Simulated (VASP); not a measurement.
# CoSi2 with r2SCAN: from relaxation to properties, part 3 of 6

Wanted: the relaxed cell of CoSi2 and its properties. The start is a cell from a database of measured crystal structures.

VASP 6.6.1, plane waves and PAW; the level of theory is named at each step.

Still holding for the runs below: The k-mesh is coarse for a metal.

So far. Step 4 (Magnetic order: antiferromagnetic, q = (1/2, 1/2, 0)): The energy lies +3.7 meV an atom from the first pattern, a difference of sampling, since both runs hold the same state. The moments fall under 0.1 μB, and the mesh shows no gap. Step 5 (The orders side by side): All patterns lost their moments. Runs that ended non-magnetic differ by up to 3.7 meV an atom among themselves, which is the error from the unlike meshes of the cells. The session goes on with moments started at or near zero.

**6. Relaxing cell and atoms (r2SCAN)**

This step: r2SCAN, zero-moment start; plane waves and PAW (Co, Si) (VASP 6.6.1).

System of this step: CoSi2. It takes space group Fm-3m (No. 225, cubic). The conventional cell has a = 5.365 Å, b = 5.365 Å, c = 5.365 Å, α = 90.00°, β = 90.00°, γ = 90.00°. Nearest to Co lie 8 Si at 2.32 Å. Nearest to Si lie 4 Co at 2.32 Å. Farther neighbours are not listed.

The start need not lie at this functional's minimum. ISIF = 3 frees volume, shape and positions, and EDIFFG sets the threshold on forces and stress at which the search stops.

The input, INCAR:

```
SYSTEM = CoSi2
PREC = Accurate
ENCUT = 400
EDIFF = 1E-06
NELM = 100
ISMEAR = 0
SIGMA = 0.05
LREAL = .FALSE.
ALGO = Normal
METAGGA = R2SCAN
LASPH = .TRUE.
NBANDS = 16
ISPIN = 2
MAGMOM = 0 0 0
LMAXMIX = 4
LORBIT = 11
LWAVE = .FALSE.
LCHARG = .FALSE.
KPAR = 8
IBRION = 2
NSW = 60
ISIF = 3
EDIFFG = -0.01
```

The input, POSCAR:

```
CoSi2
1.0
    0.0000000000      2.6825000000      2.6825000000
    2.6825000000      0.0000000000      2.6825000000
    2.6825000000      2.6825000000      0.0000000000
Co Si
1 2
Direct
    0.0000000000      0.0000000000      0.0000000000
    0.2500000000      0.2500000000      0.2500000000
    0.7500000000      0.7500000000      0.7500000000
```

The input, KPOINTS:

```
Automatic mesh
0
Gamma
7 7 7
0 0 0
```

The projector-augmented-wave data sets are Co and Si (PBE family, release 64).

On the command line:

```sh
mpirun -np 8 vasp_std
```

Output:

```text
[banner, memory and clock lines left out]
running    8 mpi-ranks, on    1 nodes
 distrk:  each k-point on    1 cores,    8 groups
 distr:  one band on    1 cores,    1 groups

 POSCAR found type information on POSCAR CoSi
 POSCAR found :  2 types and       3 ions
 [... a notice as in an earlier step ...]

 [... a notice as in an earlier step ...]

 LDA part: xc-table for (None), standard interpolation
 POSCAR, INCAR and KPOINTS ok, starting setup
 FFT: planning ... GRIDC
 FFT: planning ... GRID_SOFT
 FFT: planning ... GRID
 WAVECAR not read
 entering main loop
       N       E                     dE             d eps       ncg     rms          rms(c)
DAV:   1     0.358975226125E+02    0.35898E+02   -0.58185E+03  1288   0.836E+02
DAV:   2    -0.334166808717E+02   -0.69314E+02   -0.61878E+02  1536   0.182E+02
DAV:   3    -0.357636655284E+02   -0.23470E+01   -0.23228E+01  1616   0.382E+01
DAV:   4    -0.358034465131E+02   -0.39781E-01   -0.39761E-01  1576   0.488E+00
DAV:   5    -0.358046704651E+02   -0.12240E-02   -0.12239E-02  1624   0.833E-01    0.157E+01
DAV:   6    -0.372297070569E+02   -0.14250E+01   -0.28466E+01  1360   0.111E+02    0.183E+01
DAV:   7    -0.319150923738E+02    0.53146E+01   -0.10249E+01  1592   0.780E+01    0.403E+00
DAV:   8    -0.320464897624E+02   -0.13140E+00   -0.10222E+00  1816   0.108E+01    0.315E+00
DAV:   9    -0.320001369387E+02    0.46353E-01   -0.16437E-01  1456   0.791E+00    0.529E-01
DAV:  10    -0.320007660853E+02   -0.62915E-03   -0.69928E-03  1720   0.731E-01    0.381E-01
DAV:  11    -0.320002881934E+02    0.47789E-03   -0.12720E-03  1592   0.671E-01    0.409E-02
DAV:  12    -0.320003038234E+02   -0.15630E-04   -0.10192E-04  1912   0.923E-02    0.127E-02
DAV:  13    -0.320003036342E+02    0.18914E-06   -0.21928E-06  1352   0.168E-02
   1 F= -.32000304E+02 E0= -.31998985E+02  d E =-.320003E+02  mag=     0.0000
 curvature:   0.00 expect dE= 0.000E+00 dE for cont linesearch  0.000E+00
 trial: gam= 0.00000 g(F)=  0.453E-47 g(S)=  0.903E-01 ort = 0.000E+00 (trialstep = 0.100E+01)
 search vector abs. value=  0.903E-01
 bond charge predicted
       N       E                     dE             d eps       ncg     rms          rms(c)
DAV:   1    -0.328209279301E+02   -0.82062E+00   -0.77406E+00  1312   0.491E+01    0.882E+00
DAV:   2    -0.345016577132E+02   -0.16807E+01   -0.12522E+01  1408   0.779E+01    0.120E+01
DAV:   3    -0.319698202402E+02    0.25318E+01   -0.56617E+00  1600   0.582E+01    0.138E+00
DAV:   4    -0.320010674201E+02   -0.31247E-01   -0.29176E-01  1424   0.335E+00    0.114E+00
DAV:   5    -0.319880289263E+02    0.13038E-01   -0.27540E-02  1600   0.344E+00    0.369E-01
DAV:   6    -0.319872771822E+02    0.75174E-03   -0.27229E-03  1808   0.713E-01    0.149E-01
DAV:   7    -0.319872231124E+02    0.54070E-04   -0.22506E-04  1952   0.231E-01    0.641E-02
DAV:   8    -0.319872248897E+02   -0.17773E-05   -0.43135E-05  1864   0.105E-01    0.173E-02
DAV:   9    -0.319872235066E+02    0.13831E-05   -0.71343E-06  1632   0.523E-02    0.774E-03
DAV:  10    -0.319872243413E+02   -0.83471E-06   -0.31834E-07   664   0.421E-03
   2 F= -.31987224E+02 E0= -.31985823E+02  d E =0.130793E-01  mag=    -0.0000
 trial-energy change:    0.013079  1 .order    0.014971   -0.090282    0.120223
 step:   0.4422(harm=  0.4289)  dis= 0.00000  next Energy=   -32.020428 (dE=-0.201E-01)
 bond charge predicted
       N       E                     dE             d eps       ncg     rms          rms(c)
DAV:   1    -0.322821325327E+02   -0.29491E+00   -0.24764E+00  1312   0.283E+01    0.476E+00
DAV:   2    -0.329185075650E+02   -0.63638E+00   -0.46767E+00  1568   0.476E+01    0.772E+00
DAV:   3    -0.320151117238E+02    0.90340E+00   -0.19434E+00  1488   0.296E+01    0.903E-01
DAV:   4    -0.320245389347E+02   -0.94272E-02   -0.43361E-02  1408   0.144E+00    0.647E-01
DAV:   5    -0.320202810256E+02    0.42579E-02   -0.56295E-03  1616   0.152E+00    0.103E-01
DAV:   6    -0.320203231196E+02   -0.42094E-04   -0.47032E-04  1408   0.167E-01    0.679E-02
DAV:   7    -0.320203285973E+02   -0.54776E-05   -0.26289E-05  1744   0.678E-02    0.848E-03
DAV:   8    -0.320203280479E+02    0.54933E-06   -0.23443E-06  1152   0.265E-02
   3 F= -.32020328E+02 E0= -.32018944E+02  d E =-.200244E-01  mag=    -0.0000
 curvature:  -0.21 expect dE=-0.303E-05 dE for cont linesearch -0.303E-05
 trial: gam=-0.01235 g(F)=  0.123E-44 g(S)=  0.141E-04 ort = 0.113E-02 (trialstep = 0.888E+00)
 search vector abs. value=  0.231E-08
 reached required accuracy - stopping structural energy minimisation
```

The job ended after 74 s (8 MPI ranks of Intel Xeon Platinum 8488C (Sapphire Rapids), shared host; peak memory 1.6 GiB; 7.8 min of CPU time).

OUTCAR, selected parts (step 6):

```text
   k-points           NKPTS =     20   k-points in BZ     NKDIM =     20   number of bands    NBANDS=     16

   NELECT =      17.0000    total number of electrons

 E-fermi :  10.4107

 spin component 1
 k-point     1 :       0.0000    0.0000    0.0000
  band No.  band energies     occupation
    ...
      2       5.9523      1.00000
      3       5.9523      1.00000
      4       5.9523      1.00000
      5       8.2130      1.00000
      6       8.2130      1.00000
      7      11.8435      0.00000
      8      13.9296      0.00000
      9      13.9296      0.00000
     10      13.9297      0.00000
     11      14.0468      0.00000
    ...

 k-point     2 :       0.1429    0.0000    0.0000
  band No.  band energies     occupation
    ...
      2       5.2296      1.00000
      3       6.0672      1.00000
      4       6.0672      1.00000
      5       8.1296      1.00000
      6       8.1296      1.00000
      7      10.9557      0.00000
      8      12.6254      0.00000
      9      12.6254      0.00000
     10      12.6345      0.00000
     11      15.0975      0.00000
    ...

  Total       -0.0171088     -0.0171088     -0.0171088      0.0000000      0.0000000      0.0000000
  in kB       -0.7311660     -0.7311660     -0.7311660      0.0000000      0.0000000      0.0000000
  external PRESSURE =      -0.7311660 kB  Pullay stress =       0.0000000 kB

 POSITION                                       TOTAL-FORCE (eV/Angst)
 -----------------------------------------------------------------------------------
      0.00000      0.00000      0.00000        -0.000000      0.000000      0.000000
      1.32820      1.32820      1.32820         0.000000     -0.000000     -0.000000
      3.98461      3.98461      3.98461        -0.000000      0.000000      0.000000
 -----------------------------------------------------------------------------------
    total drift:                               -0.000000     -0.000000      0.000000

  FREE ENERGIE OF THE ION-ELECTRON SYSTEM (eV)
  ---------------------------------------------------
  free  energy   TOTEN  =       -32.0203280479 eV

  energy  without entropy=      -32.0175600278  energy(sigma->0) =      -32.01894404

 reached required accuracy - stopping structural energy minimisation

 magnetization (x)
# of ion       s       p       d       tot
------------------------------------------
    1        0.000  -0.000   0.000   0.000
    2        0.000   0.000   0.000   0.000
    3        0.000   0.000   0.000   0.000
--------------------------------------------------
tot          0.000  -0.000   0.000   0.000

[... 6 parts as in an earlier step ...]

[... 10 further parts left out ...]
```

CONTCAR:

```
CoSi2
   1.00000000000000
     0.0000000000000000    2.6564064744604114    2.6564064744604114
     2.6564064744604114    0.0000000000000000    2.6564064744604114
     2.6564064744604114    2.6564064744604114    0.0000000000000000
  Co              Si
     1     2
Direct
     0.0000000000000000    0.0000000000000000    0.0000000000000000
     0.2500000000000000    0.2500000000000000    0.2500000000000000
     0.7500000000000000    0.7500000000000000    0.7500000000000000
```

This run allows spin, but its moments start at zero, where symmetry between the spins tends to hold them, although Co can carry a moment. Its electron count is odd, so without a moment it is a metal by construction. The run keeps the 48 symmetry operations of its start, so it cannot find a distortion of lower symmetry.

Step by step:

```
step  energy less that of the first step (eV)  largest force (eV/Å)  pressure (GPa)  volume (Å³)
   1                                   0.0000                0.0000           -5.68        38.61
   2                                   0.0131                0.0000            8.08        36.11
   3                                  -0.0200                0.0000           -0.07        37.49
```

```
conventional cell, symmetrised  before  after  change
                         a (Å)   5.365  5.313  -1.0 %
                         b (Å)   5.365  5.313  -1.0 %
                         c (Å)   5.365  5.313  -1.0 %
              volume (Å³/atom)   12.87  12.50  -2.9 %
```

Final coordinates:

```xyz
3
Lattice="0.0000 2.6564 2.6564 2.6564 0.0000 2.6564 2.6564 2.6564 0.0000" Properties=species:S:1:pos:R:3 pbc="T T T"
Co    0.0000    0.0000    0.0000
Si    1.3282    1.3282    1.3282
Si    3.9846    3.9846    3.9846
```

This step gave:

* electrons: 17
* bands: 16
* irreducible k-points: 20
* symmetry operations: 48
* free energy (TOTEN): -32.02 eV
* energy at zero smearing: -32.02 eV
* Fermi energy: 10.41 eV
* pressure: -0.07312 GPa
* SCF cycles over all ionic steps: 31

It ends with forces that vanish by symmetry and a pressure of -0.07 GPa.

**7. Second relaxation**

A relaxation keeps the plane waves of the cell it began with, so it is repeated from the new cell, on a basis made for it.

INCAR is that of step 6.

The input, POSCAR:

```
CoSi2
1.0
    0.0000000000      2.6564064745      2.6564064745
    2.6564064745      0.0000000000      2.6564064745
    2.6564064745      2.6564064745      0.0000000000
Co Si
1 2
Direct
    0.0000000000      0.0000000000      0.0000000000
    0.2500000000      0.2500000000      0.2500000000
    0.7500000000      0.7500000000      0.7500000000
```

KPOINTS is that of step 6.

On the command line:

```sh
mpirun -np 8 vasp_std
```

Output:

```text
[... set-up lines as in an earlier step ...]
 entering main loop
       N       E                     dE             d eps       ncg     rms          rms(c)
DAV:   1     0.370911517936E+02    0.37091E+02   -0.58773E+03  1304   0.845E+02
DAV:   2    -0.331264993011E+02   -0.70218E+02   -0.62318E+02  1456   0.184E+02
DAV:   3    -0.357414357114E+02   -0.26149E+01   -0.25712E+01  1720   0.401E+01
DAV:   4    -0.357832600299E+02   -0.41824E-01   -0.41816E-01  1560   0.490E+00
DAV:   5    -0.357844680612E+02   -0.12080E-02   -0.12080E-02  1688   0.820E-01    0.161E+01
DAV:   6    -0.368780646084E+02   -0.10936E+01   -0.27103E+01  1360   0.109E+02    0.174E+01
DAV:   7    -0.319344003438E+02    0.49437E+01   -0.98749E+00  1584   0.771E+01    0.420E+00
DAV:   8    -0.320675653144E+02   -0.13316E+00   -0.93603E-01  1816   0.994E+00    0.315E+00
DAV:   9    -0.320185275968E+02    0.49038E-01   -0.16439E-01  1512   0.810E+00    0.562E-01
DAV:  10    -0.320191417655E+02   -0.61417E-03   -0.67623E-03  1552   0.655E-01    0.384E-01
DAV:  11    -0.320186673291E+02    0.47444E-03   -0.11697E-03  1608   0.651E-01    0.485E-02
DAV:  12    -0.320186793033E+02   -0.11974E-04   -0.11410E-04  1992   0.111E-01    0.160E-02
DAV:  13    -0.320186792305E+02    0.72743E-07   -0.26650E-06  1408   0.145E-02
   1 F= -.32018679E+02 E0= -.32017295E+02  d E =-.320187E+02  mag=    -0.0000
 curvature:   0.00 expect dE= 0.000E+00 dE for cont linesearch  0.000E+00
 trial: gam= 0.00000 g(F)=  0.193E-44 g(S)=  0.329E-03 ort = 0.000E+00 (trialstep = 0.100E+01)
 search vector abs. value=  0.329E-03
 bond charge predicted
       N       E                     dE             d eps       ncg     rms          rms(c)
DAV:   1    -0.320214058654E+02   -0.27266E-02   -0.27822E-02  1328   0.296E+00    0.514E-01
DAV:   2    -0.320282755333E+02   -0.68697E-02   -0.51559E-02  1536   0.490E+00    0.787E-01
DAV:   3    -0.320183664716E+02    0.99091E-02   -0.23427E-02  1536   0.335E+00    0.806E-02
DAV:   4    -0.320184211706E+02   -0.54699E-04   -0.54564E-04  1408   0.139E-01    0.485E-02
DAV:   5    -0.320183921653E+02    0.29005E-04   -0.47953E-05  1600   0.138E-01    0.129E-02
DAV:   6    -0.320183915422E+02    0.62301E-06   -0.50815E-06  1504   0.226E-02
   2 F= -.32018392E+02 E0= -.32017001E+02  d E =0.287688E-03  mag=     0.0000
 trial-energy change:    0.000288  1 .order    0.000164   -0.000329    0.000657
 step:   0.2092(harm=  0.3339)  dis= 0.00000  next Energy=   -32.018713 (dE=-0.333E-04)
 bond charge predicted
       N       E                     dE             d eps       ncg     rms          rms(c)
DAV:   1    -0.320205788690E+02   -0.21867E-02   -0.17666E-02  1328   0.236E+00    0.405E-01
DAV:   2    -0.320248790679E+02   -0.43002E-02   -0.32534E-02  1536   0.389E+00    0.627E-01
DAV:   3    -0.320186528463E+02    0.62262E-02   -0.14331E-02  1520   0.262E+00    0.652E-02
DAV:   4    -0.320186956487E+02   -0.42802E-04   -0.31787E-04  1344   0.107E-01    0.380E-02
DAV:   5    -0.320186801662E+02    0.15482E-04   -0.28085E-05  1688   0.106E-01    0.103E-02
DAV:   6    -0.320186804686E+02   -0.30232E-06   -0.29174E-06  1136   0.172E-02
   3 F= -.32018680E+02 E0= -.32017295E+02  d E =-.123804E-05  mag=    -0.0000
 curvature:  -0.16 expect dE=-0.570E-05 dE for cont linesearch -0.570E-05
 trial: gam= 0.00000 g(F)=  0.181E-44 g(S)=  0.354E-04 ort =-0.108E-03 (trialstep = 0.842E+00)
 search vector abs. value=  0.354E-04
 reached required accuracy - stopping structural energy minimisation
```

Run time: 71 s. Hardware: 8 MPI ranks; peak memory 1.6 GiB; 7.5 min of CPU time.

From OUTCAR (step 7):

```text
   ENCUT  =  400.0 eV  29.40 Ry    5.42 a.u.   6.13  6.13  6.13*2*pi/ulx,y,z

   NELECT =      17.0000    total number of electrons

 E-fermi :  10.4223

 spin component 1
 k-point     1 :       0.0000    0.0000    0.0000
  band No.  band energies     occupation
    ...
      2       5.9601      1.00000
      3       5.9601      1.00000
      4       5.9601      1.00000
      5       8.2216      1.00000
      6       8.2216      1.00000
      7      11.8644      0.00000
      8      13.9413      0.00000
      9      13.9413      0.00000
     10      13.9413      0.00000
     11      14.0621      0.00000
    ...

 k-point     2 :       0.1429    0.0000    0.0000
  band No.  band energies     occupation
    ...
      2       5.2379      1.00000
      3       6.0750      1.00000
      4       6.0750      1.00000
      5       8.1383      1.00000
      6       8.1383      1.00000
      7      10.9683      0.00000
      8      12.6383      0.00000
      9      12.6383      0.00000
     10      12.6532      0.00000
     11      15.1130      0.00000
    ...

  Total        0.0270820      0.0270820      0.0270820     -0.0000000      0.0000000      0.0000000
  in kB        1.1583492      1.1583492      1.1583492     -0.0000000      0.0000000      0.0000000
  external PRESSURE =       1.1583492 kB  Pullay stress =       0.0000000 kB

 POSITION                                       TOTAL-FORCE (eV/Angst)
 -----------------------------------------------------------------------------------
      0.00000      0.00000      0.00000         0.000000     -0.000000      0.000000
      1.32783      1.32783      1.32783        -0.000000     -0.000000     -0.000000
      3.98350      3.98350      3.98350         0.000000      0.000000      0.000000
 -----------------------------------------------------------------------------------
    total drift:                               -0.000000     -0.000000      0.000000

  FREE ENERGIE OF THE ION-ELECTRON SYSTEM (eV)
  ---------------------------------------------------
  free  energy   TOTEN  =       -32.0186804686 eV

  energy  without entropy=      -32.0159095281  energy(sigma->0) =      -32.01729500

 magnetization (x)
# of ion       s       p       d       tot
------------------------------------------
    1        0.000   0.000  -0.000   0.000
    2        0.000   0.000   0.000   0.000
    3        0.000   0.000   0.000   0.000
--------------------------------------------------
tot          0.000   0.000  -0.000   0.000

[... 5 parts as in an earlier step ...]

[... 12 further parts left out ...]
```

CONTCAR:

```
CoSi2
   1.00000000000000
    -0.0000000000000000    2.6556679227871141    2.6556679227871141
     2.6556679227871141    0.0000000000000000    2.6556679227871141
     2.6556679227871141    2.6556679227871141    0.0000000000000000
  Co              Si
     1     2
Direct
     0.0000000000000000    0.0000000000000000    0.0000000000000000
     0.2500000000000000    0.2500000000000000    0.2500000000000000
     0.7500000000000000    0.7500000000000000    0.7500000000000000
```

Little changed from the start: no atom moved by 0.005 Å and no cell edge by 0.1 %.

This step gave:

```
Fermi energy                    : 10.42 eV
pressure                        : 0.1158 GPa
SCF cycles over all ionic steps : 25
```

It ends with forces that vanish by symmetry and a pressure of 0.12 GPa. The volume moved by only 0.08 %, so the volume is settled.

(Part 3 of 6 ends here.)

[Lines on the potential files, build, host, timing and source positions are cut from VASP's logs without a mark.]

[Logs are printed without paths, hosts, clocks, repeated set-up lines and the standing remarks that a program may print on its own settings, such as how far it seeks lower states.]

[Hosts, paths, dates, database ids (printed as entryN), source tags and the programs' standing remarks are cut or masked in the printed files.]

[A measured line is paired with the nearest computed mode of its activity, which favours agreement.]
